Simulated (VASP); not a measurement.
Set up this calculation in VASP 6.6.1, as the native input.

```
Task                   : relaxation of the atoms
Functional             : PBE
Dispersion             : D3(BJ)
Potentials or basis    : VASP PAW PBE potentials, release 64 (Ir)
Cutoff                 : 600 eV
k mesh                 : 16 × 16 × 16
Occupations            : methfessel-paxton, width 0.1 eV
Spin                   : no spin polarisation
Further INCAR settings : ALGO = Normal; EDIFF = 1e-07; IBRION = 2; EDIFFG = -0.01; NSW = 40
```

The structure of Ir lies in POSCAR:

```
Ir                                      
1.0
    0.0000000000      1.9596558303      1.9596558303
    1.9596558303      0.0000000000      1.9596558303
    1.9596558303      1.9596558303      0.0000000000
  Ir            
     1
Direct
     0.0000000000000000    0.0000000000000000    0.0000000000000000
```

The cell isn't the ideal one: a relaxed cell with its volume scaled by 1.06.

The input as run:

INCAR

```
PREC     = Accurate       # precision mode
ENCUT    = 600            # plane-wave cutoff, eV
EDIFF    = 1E-7           # SCF threshold, eV
ISMEAR   = 1              # smearing method
SIGMA    = 0.1            # smearing width, eV
LREAL    = F              # projectors in reciprocal space
LASPH    = T              # aspherical terms in the spheres
NELM     = 80             # most SCF steps
ALGO     = Normal         # electronic algorithm
ISIF     = 2              # what is computed and relaxed
LWAVE    = F              # write WAVECAR
LCHARG   = F              # write CHGCAR
GGA      = PE             # functional
IVDW     = 12             # dispersion correction
IBRION   = 2              # ionic algorithm
NSW      = 40             # ionic steps
EDIFFG   = -0.01          # ionic threshold
```

KPOINTS

```
Automatic mesh
0
Gamma
  16 16 16
```

Potentials or basis: VASP PAW PBE potentials, release 64 (Ir).

Command:

```sh
$ cat potpaw_PBE.64/Ir/POTCAR > POTCAR
$ mpirun -np 1 vasp_std > vasp.out
```

Results of the run:

* Pressure after relaxing: -18.8 GPa
* Band gap on the k mesh: none (metal or under the smearing width)
* Dispersion energy per atom: -0.689 eV

Caveat: the relaxation stopped at its first step, so nothing moved; pairwise dispersion overbinds metals, which lowers pressure and volume.

Wall time 10 s on 1 thread of AMD EPYC 9R45 96-Core Processor (Zen 5) (shared host), peak memory 0.14 GiB.
